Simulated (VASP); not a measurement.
```yaml
crystal:
  lattice:
    - [0.00000, 2.04152, 2.04152]
    - [2.04152, 0.00000, 2.04152]
    - [2.04152, 2.04152, 0.00000]
  atoms:
    - { symbol: Li, position: [0.00000, 0.00000, 0.00000] }
    - { symbol: F, position: [0.50000, 0.50000, 0.50000] }
```

All values below come from G0W0 on PBE orbitals, VASP's PBE PAW potentials (set 64) (plane waves; VASP). Run with PREC = Normal, 500 eV cut-off, 4×4×4 Γ-centred mesh, Gaussian smearing of 0.010 eV, potentials Li_sv_GW F_GW_new.

The mesh is coarse and the basis finite, so the quasiparticle values are not converged.

NBANDS = 160, ENCUTGW = 200 eV, NOMEGA = 64. The PBE levels (eV) that the step starts from are:

```csv
state,KS energy,filling
"k1 (0.00, 0.00, 0.00), band 2",-21.10,2
"k1 (0.00, 0.00, 0.00), band 3",-1.24,2
"k1 (0.00, 0.00, 0.00), band 4",-1.24,2
"k1 (0.00, 0.00, 0.00), band 5",-1.24,2
"k1 (0.00, 0.00, 0.00), band 6",7.46,0
"k1 (0.00, 0.00, 0.00), band 7",22.16,0
"k1 (0.00, 0.00, 0.00), band 8",22.16,0
"k1 (0.00, 0.00, 0.00), band 9",22.16,0
"k3 (0.50, 0.00, 0.00), band 2",-20.70,2
"k3 (0.50, 0.00, 0.00), band 3",-3.65,2
"k3 (0.50, 0.00, 0.00), band 4",-1.46,2
"k3 (0.50, 0.00, 0.00), band 5",-1.46,2
"k3 (0.50, 0.00, 0.00), band 6",9.31,0
"k3 (0.50, 0.00, 0.00), band 7",15.00,0
"k3 (0.50, 0.00, 0.00), band 8",17.31,0
"k3 (0.50, 0.00, 0.00), band 9",17.31,0
```

### Question
Give the quasiparticle energies and renormalisation factors Z.

### Answer

```
state                          QP energy (eV)     Z
-----------------------------  --------------  ----
k1 (0.00, 0.00, 0.00), band 2          -25.50  0.81
k1 (0.00, 0.00, 0.00), band 3           -4.12  0.81
k1 (0.00, 0.00, 0.00), band 4           -4.12  0.81
k1 (0.00, 0.00, 0.00), band 5           -4.12  0.81
k1 (0.00, 0.00, 0.00), band 6            8.99  0.88
k1 (0.00, 0.00, 0.00), band 7           24.31  0.85
k1 (0.00, 0.00, 0.00), band 8           24.31  0.85
k1 (0.00, 0.00, 0.00), band 9           24.31  0.85
k3 (0.50, 0.00, 0.00), band 2          -24.83  0.77
k3 (0.50, 0.00, 0.00), band 3           -6.94  0.80
k3 (0.50, 0.00, 0.00), band 4           -4.37  0.80
k3 (0.50, 0.00, 0.00), band 5           -4.37  0.80
k3 (0.50, 0.00, 0.00), band 6           10.86  0.88
k3 (0.50, 0.00, 0.00), band 7           17.16  0.84
k3 (0.50, 0.00, 0.00), band 8           19.20  0.88
k3 (0.50, 0.00, 0.00), band 9           19.20  0.88
```
On the mesh the gap opens from 8.70 to 13.11 eV.

The compound is LiF in the rock salt structure. This cell is one point of a volume scan, at 1.04 of the reference volume. The k-mesh is coarse (spacing up to 0.67 per Å, 2π included), so the numbers may not be converged in it.
